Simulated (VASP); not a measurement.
Level of theory: PBE GGA, VASP's PBE PAW potentials (set 64) (plane waves; VASP).

VASP input:

### KPOINTS
```
Automatic mesh
0
Gamma
10 10 4
0 0 0
```

INCAR:
```
PSTRESS  =  50   # kbar
SIGMA  =  0.05
LCHARG  =  .FALSE.
GGA  =  PE   # PBE
IBRION  =  2
ALGO  =  Normal   # blocked Davidson
NELM  =  100   # most electronic steps
LASPH  =  .TRUE.   # aspherical one-centre terms
PREC  =  Accurate
NSW  =  40   # most ionic steps
ISMEAR  =  0   # Gaussian
SYSTEM  =  BN
EDIFF  =  1E-6   # SCF stop (eV)
EDIFFG  =  -0.02   # ionic stop
ENCUT  =  620   # plane-wave cut-off (eV)
LREAL  =  .FALSE.   # projection in real space or not
ISIF  =  3
LWAVE  =  .FALSE.
```

**POSCAR**
```
BN
1
    1.2507603709    -2.1663810453     0.0000000000
    1.2507603709     2.1663810453    -0.0000000000
   -0.0000000000     0.0000000000     6.3190953707
B N
2 2
Direct
  0.3333330000   0.6666670000   0.2500000000
  0.6666670000   0.3333330000   0.7500000000
  0.6666670000   0.3333330000   0.2500000000
  0.3333330000   0.6666670000   0.7500000000
```

POTCAR, in this order: B N (PBE.64 set). Program: vasp_std.

The run wrote:

**OSZICAR**
```
       N       E                     dE             d eps       ncg     rms          rms(c)
DAV:   1     0.739823232428E+02    0.73982E+02   -0.93232E+03  1008   0.143E+03
DAV:   2    -0.340136258836E+02   -0.10800E+03   -0.96945E+02  1488   0.302E+02
DAV:   3    -0.385818623118E+02   -0.45682E+01   -0.45403E+01  1308   0.673E+01
DAV:   4    -0.386262756006E+02   -0.44413E-01   -0.44392E-01  1244   0.681E+00
DAV:   5    -0.386268767411E+02   -0.60114E-03   -0.60109E-03  1296   0.781E-01    0.112E+01
DAV:   6    -0.354653970324E+02    0.31615E+01   -0.79279E+00  1168   0.249E+01    0.504E+00
DAV:   7    -0.351915252480E+02    0.27387E+00   -0.49322E-01  1252   0.675E+00    0.312E+00
DAV:   8    -0.351193644972E+02    0.72161E-01   -0.27195E-01  1212   0.414E+00    0.409E-01
DAV:   9    -0.351156571097E+02    0.37074E-02   -0.12611E-02  1188   0.109E+00    0.187E-01
DAV:  10    -0.351164472525E+02   -0.79014E-03   -0.11449E-03  1224   0.303E-01    0.376E-02
DAV:  11    -0.351165195364E+02   -0.72284E-04   -0.18725E-04  1276   0.129E-01    0.261E-02
DAV:  12    -0.351165167825E+02    0.27539E-05   -0.41282E-05  1208   0.598E-02    0.427E-03
DAV:  13    -0.351165170054E+02   -0.22287E-06   -0.14611E-06   944   0.120E-02
   1 F= -.34047823E+02 E0= -.34047823E+02  d E =-.340478E+02
```

OUTCAR:
```
------------------------ aborting loop because EDIFF is reached ----------------------------------------
  FORCE on cell =-STRESS in cart. coord.  units (eV):
  Direction    XX          YY          ZZ          XY          YZ          ZX
  --------------------------------------------------------------------------------------
  Total        1.0547570      1.0547575      1.0287787     -0.0000000      0.0000000      0.0000000
  in kB       49.3479501     49.3479745     48.1325311     -0.0000000      0.0000000      0.0000000
  external PRESSURE =      -1.0571814 kB  Pullay stress =      50.0000000 kB
  volume of cell :       34.24
      direct lattice vectors                 reciprocal lattice vectors
     1.250760371 -2.166381045  0.000000000     0.399756829 -0.230799656  0.000000000
     1.250760371  2.166381045  0.000000000     0.399756829  0.230799656  0.000000000
     0.000000000  0.000000000  6.319095371     0.000000000  0.000000000  0.158250500
  FREE ENERGIE OF THE ION-ELECTRON SYSTEM (eV)
  ---------------------------------------------------
  free  energy   TOTEN  =       -35.1165170054 eV

  energy  without entropy=      -35.1165170054  energy(sigma->0) =      -35.11651701
  enthalpy is  TOTEN    =       -34.0478232115 eV   P V=        1.0686937939

 reached required accuracy - stopping structural energy minimisation
```
(Selected blocks of OUTCAR.)

Without a dispersion term in the relaxation, distances and binding between the weakly bound layers, chains or molecules are unreliable, and so is what depends on them.

The compound is BN in the hex structure. It was relaxed first under an external pressure of 5 GPa.
